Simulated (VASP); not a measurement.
Given:

```yaml
crystal:
  lattice:
    - [0.00000, 2.88558, 2.88558]
    - [2.88558, 0.00000, 2.88558]
    - [2.88558, 2.88558, 0.00000]
  atoms:
    - { symbol: Ge, position: [0.00000, 0.00000, 0.00000] }
    - { symbol: Ge, position: [0.25000, 0.25000, 0.25000] }
```

Level of theory: PBE GGA, VASP's PBE PAW potentials (set 64) (plane waves; VASP 6.6.1). Numerical set-up: 375 eV cut-off, 7×7×7 Γ-centred mesh, Gaussian smearing of 0.050 eV, potentials Ge_d.

Problem. What does the run give for the energy per atom (σ→0), band gap (on the k-mesh) with the smallest direct gap where there is one?

Solution. 
```yaml
band gap (on the k-mesh): none (metal, semimetal or under 0.01 eV)
energy per atom (σ→0): -4.508 eV/atom
```

Only differences to runs with the same potentials and settings are physical.

The compound is Ge in the diamond structure. The cell was not relaxed at this level. The run is one of a series of settings (ENCUT = 375 against the base run), some of them coarse on purpose.
